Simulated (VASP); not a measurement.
Output of a VASP run:

**OSZICAR**
```
       N       E                     dE             d eps       ncg     rms          rms(c)
DAV:   1    -0.918709237562E+00   -0.91871E+00   -0.14651E+03   684   0.609E+02
DAV:   2    -0.618503715843E+01   -0.52663E+01   -0.50934E+01   954   0.695E+01
DAV:   3    -0.627070356452E+01   -0.85666E-01   -0.85666E-01   780   0.852E+00
DAV:   4    -0.627152295439E+01   -0.81939E-03   -0.81939E-03   888   0.771E-01
DAV:   5    -0.627152779168E+01   -0.48373E-05   -0.48373E-05   840   0.514E-02    0.295E+00
DAV:   6    -0.608081472321E+01    0.19071E+00   -0.15776E-01   774   0.189E+00    0.149E+00
DAV:   7    -0.601724993123E+01    0.63565E-01   -0.21556E-01   858   0.252E+00    0.234E-01
DAV:   8    -0.601989705446E+01   -0.26471E-02   -0.63302E-03   834   0.691E-01    0.414E-02
DAV:   9    -0.601985558510E+01    0.41469E-04   -0.21934E-04   960   0.945E-02    0.105E-02
DAV:  10    -0.601985511142E+01    0.47368E-06   -0.98988E-06   804   0.234E-02    0.204E-03
DAV:  11    -0.601985271151E+01    0.23999E-05   -0.39120E-07   984   0.441E-03    0.599E-04
DAV:  12    -0.601985032595E+01    0.23856E-05   -0.19680E-08   504   0.162E-03    0.467E-04
DAV:  13    -0.601985115719E+01   -0.83124E-06   -0.68144E-09   336   0.689E-04    0.424E-05
DAV:  14    -0.601985115299E+01    0.41991E-08   -0.49283E-10   336   0.221E-04
   1 F= -.60198512E+01 E0= -.60198512E+01  d E =-.363226E-19
```

### OUTCAR
```
------------------------ aborting loop because EDIFF is reached ----------------------------------------
  FORCE on cell =-STRESS in cart. coord.  units (eV):
  Direction    XX          YY          ZZ          XY          YZ          ZX
  --------------------------------------------------------------------------------------
  Total       -0.0027839     -0.0027839     -0.0027839      0.0000000      0.0000000      0.0000000
  in kB       -0.2676555     -0.2676555     -0.2676555      0.0000000      0.0000000      0.0000000
  external PRESSURE =      -0.2676555 kB  Pullay stress =       0.0000000 kB
  volume of cell :       16.66
      direct lattice vectors                 reciprocal lattice vectors
     0.000000000  2.027311627  2.027311627    -0.246632039  0.246632039  0.246632039
     2.027311627  0.000000000  2.027311627     0.246632039 -0.246632039  0.246632039
     2.027311627  2.027311627  0.000000000     0.246632039  0.246632039 -0.246632039
  FREE ENERGIE OF THE ION-ELECTRON SYSTEM (eV)
  ---------------------------------------------------
  free  energy   TOTEN  =        -6.0198511530 eV

  energy  without entropy=       -6.0198511530  energy(sigma->0) =       -6.01985115
```
(Selected blocks of OUTCAR.)

**POSCAR**
```
LiH
1
    0.0000000000     2.0273116269     2.0273116269
    2.0273116269     0.0000000000     2.0273116269
    2.0273116269     2.0273116269     0.0000000000
Li H
1 1
Direct
  0.0000000000   0.0000000000   0.0000000000
  0.5000000000   0.5000000000   0.5000000000
```

### Question
Write an INCAR and KPOINTS that could have produced this output.

### Answer
This is not unique; one that fits is the input of the run itself, RPBE GGA, plane waves, VASP's PBE PAW potentials (set 64).

**KPOINTS**
```
Automatic mesh
0
Gamma
11 11 11
0 0 0
```

**INCAR**
```
GGA = RP
ENCUT = 520   ! plane-wave cut-off (eV)
SYSTEM = LiH
LWAVE = .FALSE.
ALGO = Normal
LREAL = .FALSE.   ! projection in real space or not
ISMEAR = 0   ! Gaussian
EDIFF = 1E-7   ! SCF stop (eV)
NELM = 100
PREC = Accurate
SIGMA = 0.05
LASPH = .TRUE.   ! aspherical one-centre terms
LCHARG = .FALSE.
ISIF = 2   ! forces and stress, cell fixed
```

POTCAR, in this order: Li_sv H (PBE.64 set). Program: vasp_std.

The compound is LiH in the rock salt structure. It was relaxed first.
